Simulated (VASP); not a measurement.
Input:

```yaml
crystal:
  lattice:
    - [0.00000, 3.49792, 3.39299]
    - [3.49792, 0.00000, 3.39299]
    - [3.49792, 3.49792, 0.00000]
  atoms:
    - { symbol: Sr, position: [0.00000, 0.00000, 0.00000] }
    - { symbol: Cl, position: [0.25000, 0.25000, 0.25000] }
    - { symbol: Cl, position: [0.75000, 0.75000, 0.75000] }
```

Computed with r2SCAN meta-GGA, VASP's PBE PAW potentials (set 64) (plane waves; VASP 6.6.1). Settings: 480 eV cut-off, 6×6×6 Γ-centred mesh, Gaussian smearing of 0.050 eV, potentials Sr_sv Cl.

Task: Give the stress tensor in GPa (positive for a compressed cell).

Result: 
```
0.64  0.00  0.00
0.00  0.64  0.00
0.00  0.00  2.40
```
The pressure is its mean diagonal, 1.22 GPa.

The compound is SrCl2 in the fluorite structure. This cell was strained or had an atom moved on purpose.
